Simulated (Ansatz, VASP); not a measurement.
## SrPd (SrPd (Cmcm)) in two plane-wave programs

Wanted: the spread between two codes on one cell, functional and k mesh. The cell is taken from a series of runs on this material, whose earlier steps may have relaxed, scaled, displaced or heated it; both programs get it as it stands.

Calculated with Ansatz 0.2.0; plane waves, with VASP 6.6.1 beside it; relaxation of cell and atoms at r2SCAN.

## Step 1: Starting point

The structure is orthorhombic, space group Cmcm (No. 63). Conventional cell: a = 4.252 Å, b = 11.339 Å, c = 4.522 Å, α = 90.00°, β = 90.00°, γ = 90.00°. Nearest to Sr lie 7 Pd at 3.19 to 3.29 Å. Pd has 2 Pd at 2.77 Å and 7 Sr at 3.19 to 3.29 Å nearest. Farther neighbours are not listed.

## Step 2: Ansatz: relaxation of cell and atoms, r2SCAN

Ansatz runs on its default PAW (the set named soft_2) files.

The relaxed volume is the usual yardstick between codes: in a stiff, nearly cubic crystal its relative difference is about their pressure difference at one cell divided by the bulk modulus.

input.yaml

```yaml
crystal:
  lattice:
    - [2.1261645, -5.6696848, 0.0]
    - [2.1261645, 5.6696848, 0.0]
    - [0.0, 0.0, 4.5218372]
  atoms:
    - { symbol: Sr, position: [0.86068655, 0.13931345, 0.75] }
    - { symbol: Sr, position: [0.13931345, 0.86068655, 0.25] }
    - { symbol: Pd, position: [0.57059172, 0.42940828, 0.75] }
    - { symbol: Pd, position: [0.42940828, 0.57059172, 0.25] }
basis:
  ecutwfc: 500
  xc_grid: 2
hamiltonian:
  xc: r2scan
kpoints:
  mp_grid: { grid: [10, 10, 9] }
scf:
  occupations: { method: fermi_dirac, width: 0.05 }
  max_iter: 150
output:
  forces: true
  stress: true
relax:
  f_tol: 0.01
  max_steps: 60
  cell: {}
checkpoint:
  write: "../r2scan.run"
  compress: false
  write_wavefunctions: false
  write_every: 100000
```

Started as:

```
$ ansatz run input.yaml --threads 1 --pin off --max-ram 2355MiB --backend cpu --events-out ev --progress --plain --runs-dir out
```

Numbers of over 12 decimals in the logs are rounded to 6 here.

The program printed:

```text
Engine: ansatz 0.2.0, aarch64-unknown-linux-gnu
Pseudopotentials: kind: paw
Pseudopotential: Sr, paw, valence charge 10, recommended cutoff 500 eV (meta_gga), Sr.paw.azcp
Pseudopotential: Pd, paw, valence charge 18, recommended cutoff 500 eV (meta_gga), Pd.paw.azcp
Functional definition: r2SCAN
  parameter k0 = 0.174
  parameter k1 = 0.065
  parameter a1 = 4.9479
  exchange = r2scan_x(k0 = k0, k1 = k1, a1 = a1)
  correlation = r2scan_c
Crystal: 4 atoms, lattice volume = 109.019 Å³
Basis set: ecut = 500 eV, 2771 PW (Γ), exchange–correlation on 90×90×72 points (8 copies of the dense FFT grid, shifted against one another)
Bands: 34, of which v1, the nominal top of the filled ones, is band 28 counted from 1 (27 counted from 0)
Symmetry: 8 space group operations
Space group: Cmcm (ITA 63), of the structure as read, at distance tolerance 4.8e-5 Å
k-points: 155 of 900
Non-local potential: Sr, projectors of the file, l = 0: 3, l = 1: 2, l = 2: 2
Non-local potential: Pd, projectors of the file, l = 0: 2, l = 1: 2, l = 2: 2, l = 3: 1
PAW form: soft (Blöchl's): semilocal exchange-correlation on the pseudo side does not see the compensation charge
PAW frozen core: Sr, regenerated for the run's functional (the file was generated under x = pbe(κ = 0.804, μ = 0.219515), c = pbe(β = 0.066725))
PAW frozen core: Pd, regenerated for the run's functional (the file was generated under x = pbe(κ = 0.804, μ = 0.219515), c = pbe(β = 0.066725))
PAW one-centre angular grid: Sr, 302 points (default); XC on 160 Gauss nodes
PAW one-centre angular grid: Pd, 590 points (default); XC on 160 Gauss nodes
Initial density: superposition of atomic densities (neutral atoms: chi_scale 0, normalization atom), corrected by the library's trained network
Initial wavefunctions: pseudopotential atomic-orbital guess
Functional: x = r2scan, c = r2scan; τ floored in thin density (d = 2e-4 eV/Å³)
SCF iter   1: F=—  HF=-21084.055701 eV  |F-HF|=—  |Δ(HF+E_count)|=         —  Δρ=1.24e-2  dr2=2.67e-1  dr2_τ=4.64e-2  ethr=1.77e-3  ⟨swp⟩=9.1  Hψ=27288  notcnv=0  defer=3
preconditioner: auto → Kerker (q_TF=auto, 2.442 Å⁻¹)  [metal: Δε(μ)=0.024 eV  Ē_g=10.009 eV  σ=0.050 eV  W_gap=0.12  n_scr=26 (ndim 8)  ℏωp=21.3 eV  f_vac=0.000  D(μ)=1.03/eV (n_scr^D=2)]
SCF iter   2: F=—  HF=-21084.169131 eV  |F-HF|=—  |Δ(HF+E_count)|=   1.13e-1  Δρ=5.88e-3  dr2=2.46e-2  dr2_τ=5.96e-3  ethr=4.77e-4  ⟨swp⟩=2.9  Hψ=9379  notcnv=0  defer=129
SCF iter   3: F=—  HF=-21084.169252 eV  |F-HF|=—  |Δ(HF+E_count)|=   1.21e-4  Δρ=2.88e-3  dr2=1.45e-2  dr2_τ=3.16e-4  ethr=4.39e-5  ⟨swp⟩=2.4  Hψ=8794  notcnv=0  defer=129
SCF iter   4: F=—  HF=-21084.168071 eV  |F-HF|=—  |Δ(HF+E_count)|=   1.18e-3  Δρ=8.21e-4  dr2=7.54e-4  dr2_τ=6.36e-5  ethr=2.59e-5  ⟨swp⟩=2.0  Hψ=6869  notcnv=0  defer=129
SCF iter   5: F=—  HF=-21084.168300 eV  |F-HF|=—  |Δ(HF+E_count)|=   2.28e-4  Δρ=2.47e-4  dr2=9.99e-5  dr2_τ=2.03e-6  ethr=1.35e-6  ⟨swp⟩=2.3  Hψ=7275  notcnv=0  defer=129
SCF iter   6: F=—  HF=-21084.168330 eV  |F-HF|=—  |Δ(HF+E_count)|=   3.04e-5  Δρ=7.05e-5  dr2=6.36e-6  dr2_τ=2.43e-7  ethr=1.78e-7  ⟨swp⟩=2.4  Hψ=8515  notcnv=0  defer=129
SCF iter   7: F=—  HF=-21084.168334 eV  |F-HF|=—  |Δ(HF+E_count)|=   4.15e-6  Δρ=1.82e-5  dr2=6.03e-7  dr2_τ=1.50e-8  ethr=1.14e-8  ⟨swp⟩=2.0  Hψ=7045  notcnv=0  defer=129
SCF iter   8: F=-21084.168335 eV  HF=-21084.168335 eV  |F-HF|=2.52e-8  |Δ(HF+E_count)|=   6.35e-7  Δρ=5.88e-6  dr2=5.90e-8  dr2_τ=4.09e-9  ethr=1.79e-10  ⟨swp⟩=5.8  Hψ=21127  notcnv=0
SCF 1 converged in 8 iterations: F = -21084.168335 eV  dr2 = 5.90e-8
  greatest PAW one-centre occupation: 1.003 electrons in one spin orbital (limit 2), on the Pd atom at site 3 (counted from 0), in its partial waves of l = 0
relax step   1: F+E_penalty+E_count = -21084.16833498 eV  Δ(F+E_penalty+E_count) = +0.000e0 eV  max|allowed force component| = 2.946e-2 eV/Å  Δτ_max = 0.0000 Å  P = -0.183 GPa  Ω = 109.019 Å³  (8 SCF iters, dr2 threshold 1.00e-7 eV, accepted)
[...]
relax step   2: F+E_penalty+E_count = -21084.16885837 eV  Δ(F+E_penalty+E_count) = -5.234e-4 eV  max|allowed force component| = 2.631e-2 eV/Å  Δτ_max = 0.0082 Å  P = +0.037 GPa  Ω = 108.577 Å³  energy of the carried Pulay correction = +2.257e-4 eV  (7 SCF iters, dr2 threshold 1.35e-7 eV, accepted)
[...]
relax step   3: F+E_penalty+E_count = -21084.16898664 eV  Δ(F+E_penalty+E_count) = -1.283e-4 eV  max|allowed force component| = 5.193e-3 eV/Å  Δτ_max = 0.0039 Å  P = +0.007 GPa  Ω = 108.593 Å³  energy of the carried Pulay correction = +2.174e-4 eV  (7 SCF iters, dr2 threshold 4.33e-8 eV, accepted)
[...]
relax step   4: F+E_penalty+E_count = -21084.16900209 eV  Δ(F+E_penalty+E_count) = -1.545e-5 eV  max|allowed force component| = 2.027e-3 eV/Å  Δτ_max = 0.0008 Å  P = +0.001 GPa  Ω = 108.590 Å³  energy of the carried Pulay correction = +2.189e-4 eV  (10 SCF iters, accepted)
[...]
relax step   5: F+E_penalty+E_count = -21084.16879006 eV  Δ(F+E_penalty+E_count) = +2.120e-4 eV  max|allowed force component| = 2.028e-3 eV/Å  Δτ_max = 0.0000 Å  P = -0.000 GPa  Ω = 108.590 Å³  stress off target by 1.59e-2 GPa  SCF on the basis re-selected at this cell (its energy is not comparable with the rows above)  (6 SCF iters)
basis re-selected at this cell: Δ(F+E_penalty+E_count) = +2.120e-4 eV, ΔP = -0.001 GPa vs the last step (what re-selecting the basis moved, of the pressure what is left beyond the Pulay correction that the steps carried, after the strain that the cell walked since its last selection, with what the two solves' SCF thresholds leave and, on support functions, any second-order correction that the steps lacked; it is no m [...]
SCF converged after 6 iterations
Free energy (F): -21084.168790 eV
Harris-Foulkes:  -21084.168790 eV  (|F-HF|=1.09e-11)
Internal energy: -21084.160754 eV  (E = F + TS)
E sigma→0 (E₀):  -21084.164772 eV
Entropy (-TS):   -0.008037 eV (-2.009 meV/atom)
Fermi energy:    10.403753 eV
--- Per-component energies (eV) ---
  E_band       = -789.785313
  E_kinetic    = 1528.649569
  E_local      = -7280.039757  (includes V_loc(G=0)·N_el)
  E_nonlocal   = 837.619983
  E_hartree    = 2837.488289
  E_xc         = -647.637452
  E_vxc        = -822.200362  (∫ρ·V_xc dr)
  E_paw        = -12977.647131  (= ΣΔE_a)
  E_vpaw       = -783.373076  (= ΣTr[D̂ρ^β])
  E_aug_tail   = 0.000215  (compensation charges beyond the density's cutoff)
  E_vtau       = 54.581554  (kinetic-family band-sum trace: ∫τ·v_τ [+ j·A + Jᵃ·Aᵃ] dr)
  E_ewald      = -5381.398223
  E_core_change = -1.196246  (= ΣΔE_core)
  E_smearing   = -0.008037  (= −TS)
  E_closure    = -0.000000  (closes the sum)
  Σ components = -21084.168790   (vs F -21084.168790, Δ=0.00e0)
--- Forces (eV/Å), atoms counted from 1 ---
  atom   1  Sr     0.00000000    -0.00071033     0.00000000
  atom   2  Sr     0.00000000     0.00071033     0.00000000
  atom   3  Pd     0.00000000    -0.00202828     0.00000000
  atom   4  Pd     0.00000000     0.00202828     0.00000000
  max |Σ_I F_I| component: 0.00e0 eV/Å
--- Stress (GPa, compression-positive) ---
       -0.004037       0.000000       0.000000
        0.000000       0.015946       0.000000
        0.000000       0.000000      -0.012977
  P = ⅓ Tr σ = -0.0004 GPa (-0.004 kbar)
--- Relaxed structure (4 steps of the walk, 4 accepted, 1 SCFs on fresh bases) ---
  F+E_penalty+E_count = -21084.16879006 eV   max|allowed force component| = 2.028e-3 eV/Å   (the final SCF, on the basis selected at the relaxed cell)
  cell:  # Å, volume = 108.5898 Å³
    - [2.123778, -5.666902, 8.858949373565803e-19]
    - [2.123778, 5.666902, -8.858949373565803e-19]
    - [0.0, -7.06542395977755e-19, 4.511329]
  atoms:
    - { symbol: Sr, position: [0.861047, 0.138953, 0.750000] }
    - { symbol: Sr, position: [0.138953, 0.861047, 0.25] }
    - { symbol: Pd, position: [0.571030, 0.428970, 0.750000] }
    - { symbol: Pd, position: [0.428970, 0.571030, 0.25] }
```

The column dr2 measures how far the density is from self-consistency, as an energy; F and HF (Harris–Foulkes) agree once it is small.

## Step 3: VASP: relaxation of cell and atoms, r2SCAN

The same cell, functional, mesh and smearing now go to VASP, with its own data sets.

Lines of VASP's logs that name or quote its potential files are left out, and so is its time.

INCAR

```
SYSTEM = SrPd
PREC = Accurate
ENCUT = 550
EDIFF = 1E-07
NELM = 120
ISMEAR = -1
SIGMA = 0.05
LREAL = .FALSE.
ALGO = Normal
METAGGA = R2SCAN
LASPH = .TRUE.
NBANDS = 26
LORBIT = 11
LWAVE = .FALSE.
LCHARG = .FALSE.
ISIF = 3
IBRION = 2
NSW = 80
EDIFFG = -0.005
GGA_COMPAT = .FALSE.
NELMIN = 4
LMIXTAU = .TRUE.
KPAR = 2
```

POSCAR

```
SrPd
1.0
    2.1261640000     -5.6696850000      0.0000000000
    2.1261640000      5.6696850000      0.0000000000
    0.0000000000      0.0000000000      4.5218370000
Sr Pd
2 2
Direct
    0.8606865284      0.1393134716      0.7500000553
    0.1393134716      0.8606865284      0.2499999447
    0.5705917525      0.4294082475      0.7500000553
    0.4294082475      0.5705917525      0.2499999447
```

KPOINTS

```
Automatic mesh
0
Gamma
10 10 9
0 0 0
```

PAW data sets: Sr_sv and Pd (PBE family, release 64).

Started as:

```
$ mpirun -np 2 vasp_std
```

The program printed:

```text
[banner, memory and clock lines left out]
running    2 mpi-ranks, on    1 nodes
 distrk:  each k-point on    1 cores,    2 groups
 distr:  one band on    1 cores,    1 groups

 POSCAR found type information on POSCAR SrPd
 POSCAR found :  2 types and       4 ions
|                                                                             |
|               ----> ADVICE to this user running VASP <----                  |
|                                                                             |
|     You enforced a specific xc type in the INCAR file but a different       |
|     [... a line on the potential file left out ...]
|     I HOPE YOU KNOW WHAT YOU ARE DOING!                                     |
|                                                                             |

 LDA part: xc-table for (None), standard interpolation
 POSCAR, INCAR and KPOINTS ok, starting setup
 FFT: planning ... GRIDC
 FFT: planning ... GRID_SOFT
 FFT: planning ... GRID
 WAVECAR not read
 entering main loop
       N       E                     dE             d eps       ncg     rms          rms(c)
DAV:   1     0.191764999863E+03    0.19176E+03   -0.20792E+04  8060   0.153E+03
DAV:   2    -0.732937886199E+02   -0.26506E+03   -0.25663E+03  9142   0.338E+02
DAV:   3    -0.915201546877E+02   -0.18226E+02   -0.18052E+02 13762   0.689E+01
DAV:   4    -0.924463649917E+02   -0.92621E+00   -0.92197E+00 11042   0.132E+01
DAV:   5    -0.924775702912E+02   -0.31205E-01   -0.31196E-01 11812   0.198E+00    0.228E+01
DAV:   6    -0.818012127647E+02    0.10676E+02   -0.11584E+01 13844   0.207E+01    0.114E+01
DAV:   7    -0.779210848349E+02    0.38801E+01   -0.27275E+00  8674   0.115E+01    0.729E+00
DAV:   8    -0.780435738185E+02   -0.12249E+00   -0.63621E-01 10046   0.453E+00    0.374E+00
DAV:   9    -0.780626245285E+02   -0.19051E-01   -0.48898E-01  8294   0.498E+00    0.140E+00
DAV:  10    -0.783120704579E+02   -0.24945E+00   -0.77122E-01  8250   0.539E+00    0.129E+00
DAV:  11    -0.785013458956E+02   -0.18928E+00   -0.98706E-02  8382   0.198E+00    0.255E-01
DAV:  12    -0.785190702054E+02   -0.17724E-01   -0.63790E-03 10260   0.439E-01    0.251E-01
DAV:  13    -0.785305350273E+02   -0.11465E-01   -0.70308E-03  8248   0.551E-01    0.154E-01
DAV:  14    -0.785368695574E+02   -0.63345E-02   -0.20545E-02  8116   0.869E-01    0.128E-01
[...]
DAV:  19    -0.785389720008E+02   -0.24817E-04   -0.16198E-05 10792   0.278E-02    0.282E-02
DAV:  20    -0.785389857045E+02   -0.13704E-04   -0.54813E-06  8354   0.169E-02    0.159E-02
DAV:  21    -0.785389882018E+02   -0.24973E-05   -0.12877E-05  8358   0.215E-02    0.422E-03
DAV:  22    -0.785389882543E+02   -0.52452E-07   -0.16443E-06  9296   0.928E-03    0.102E-02
DAV:  23    -0.785389891757E+02   -0.92145E-06   -0.10170E-06  8362   0.718E-03    0.353E-03
DAV:  24    -0.785389896901E+02   -0.51436E-06   -0.29635E-07  6992   0.396E-03    0.277E-03
DAV:  25    -0.785389898905E+02   -0.20040E-06   -0.27488E-07  6602   0.403E-03    0.151E-03
DAV:  26    -0.785389898283E+02    0.62249E-07   -0.37020E-08  4170   0.157E-03
   1 F= -.78538990E+02 E0= -.78535007E+02  d E =-.785390E+02
[...]
2 F= -.78539039E+02 E0= -.78535039E+02  d E =-.488325E-04
[...]
3 F= -.78539064E+02 E0= -.78535039E+02  d E =-.746578E-04
 curvature:  -1.24 expect dE=-0.423E-04 dE for cont linesearch -0.187E-07
 trial: gam= 0.56871 g(F)=  0.165E-05 g(S)=  0.323E-04 ort =-0.962E-06 (trialstep = 0.130E+01)
 search vector abs. value=  0.528E-04
 bond charge predicted
       N       E                     dE             d eps       ncg     rms          rms(c)
DAV:   1    -0.785394270822E+02   -0.36267E-03   -0.15551E-02  8064   0.858E-01    0.146E-01
DAV:   2    -0.785391335724E+02    0.29351E-03   -0.22973E-03  8778   0.307E-01    0.733E-02
DAV:   3    -0.785390911353E+02    0.42437E-04   -0.31858E-04  9358   0.108E-01    0.318E-02
DAV:   4    -0.785390702439E+02    0.20891E-04   -0.11283E-04 11462   0.609E-02    0.221E-02
DAV:   5    -0.785390810081E+02   -0.10764E-04   -0.14805E-05 10016   0.183E-02    0.157E-02
DAV:   6    -0.785390817494E+02   -0.74133E-06   -0.23852E-06 10230   0.843E-03    0.102E-02
DAV:   7    -0.785390848138E+02   -0.30644E-05   -0.26423E-06  9966   0.932E-03    0.196E-03
DAV:   8    -0.785390853127E+02   -0.49887E-06   -0.78803E-07  6964   0.574E-03    0.101E-03
DAV:   9    -0.785390854050E+02   -0.92308E-07   -0.10444E-07  5706   0.210E-03
   4 F= -.78539085E+02 E0= -.78535054E+02  d E =-.209190E-04
 trial-energy change:   -0.000021  1 .order   -0.000019   -0.000043    0.000005
 step:   1.1816(harm=  1.1575)  dis= 0.00050  next Energy=   -78.539086 (dE=-0.212E-04)
 reached required accuracy - stopping structural energy minimisation
```

(Continued in part 2 of 2.)

[Lines on the potential files, build, host, timing and source positions are cut from VASP's logs without a mark.]

[Logs are printed without paths, hosts, clocks, repeated set-up lines and the standing remarks that a program may print on its own settings, such as how far it seeks lower states.]

[Hosts, paths, dates, database ids (printed as entryN), source tags and the programs' standing remarks are cut or masked in the printed files.]
